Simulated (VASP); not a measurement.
```yaml
crystal:
  lattice:
    - [0.00000, 2.71550, 2.71550]
    - [2.71550, 0.00000, 2.71550]
    - [2.71550, 2.71550, 0.00000]
  atoms:
    - { symbol: Si, position: [0.00000, 0.00000, 0.00000] }
    - { symbol: Si, position: [0.25000, 0.25000, 0.25000] }
```

Computed with PBE GGA, VASP's PBE PAW potentials (set 64) (plane waves; VASP). Settings: 300 eV cut-off, 7×7×7 Γ-centred mesh, Fermi-Dirac smearing of 0.010 eV, potentials Si.

Question: Give the energies of bands 2 to 7 at the high-symmetry points, in eV from the valence-band maximum.

Answer: 
| band | Γ | X | U | L | W |
|---|---|---|---|---|---|
| 2 | 0.00 | -7.82 | -7.23 | -6.97 | -7.65 |
| 3 | 0.00 | -2.85 | -4.30 | -1.20 | -3.85 |
| 4 | 0.00 | -2.85 | -2.42 | -1.20 | -3.85 |
| 5 | 2.57 | 0.71 | 1.21 | 1.54 | 4.27 |
| 6 | 2.57 | 0.71 | 4.13 | 3.34 | 4.27 |
| 7 | 2.57 | 10.12 | 7.48 | 3.34 | 5.01 |

The gap is indirect, 0.57 eV, from the valence maximum at Γ to the conduction minimum at (0.43, 0.43, 0.00).

The structure is a typed Si crystal (Fd-3m). The cell was not relaxed at this level.
